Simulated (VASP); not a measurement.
Consider the following.

```
MgO
1.0
    3.49189     0.00000     0.00000
   -1.74594     3.02407     0.00000
    0.00000     0.00000     4.18881
Mg O
2 2
Direct
  0.66667   0.33333   0.75000
  0.33333   0.66667   0.25000
  0.66667   0.33333   0.25000
  0.33333   0.66667   0.75000
```

Calculation: PBEsol GGA, VASP's PBE PAW potentials (set 64) (plane waves; VASP). Settings: 520 eV cut-off, 9×9×7 Γ-centred mesh, Gaussian smearing of 0.010 eV, potentials Mg O.

Predict the energy per atom (σ→0), band gap (on the k-mesh) with the smallest direct gap where there is one.

band gap (on the k-mesh): 3.28 eV
smallest direct gap (on the k-mesh): 3.28 eV
energy per atom (σ→0): -6190 meV/atom

Total energies compare only between runs with the same potentials, cut-off and functional.

The structure comes from a computed database's MgO entry (P6_3/mmc); how it stands against other phases isn't given here. It was relaxed first.
